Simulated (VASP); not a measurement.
Shape and ions are relaxed at each volume.

Input:

```
CELL_PARAMETERS angstrom
      1.53148    -2.65260     0.00000
      1.53148     2.65260     0.00000
      0.00000     0.00000     3.51745
ATOMIC_POSITIONS crystal
  Mg 0.00000 0.00000 0.00000
  B  0.33333 0.66667 0.50000
  B  0.66667 0.33333 0.50000
```

Calculation: r2SCAN meta-GGA, VASP's PBE PAW potentials (set 64) (plane waves; VASP 6.6.1). Numerical set-up: 520 eV cut-off, 11×11×9 Γ-centred mesh, first-order Methfessel-Paxton smearing of 0.10 eV, potentials Mg B.

Q: Give the energy at these volumes per atom, relative to the lowest: 8.93, 9.22, 9.50, 9.79, 10.08 Å³.

A: 19.1, 4.9, 0.0, 3.3, 13.6 meV/atom. A third-order Birch-Murnaghan fit gives B0 = 151 GPa and B0′ = 3.7.

The compound is MgB2 in the AlB2 type structure. It was relaxed first.
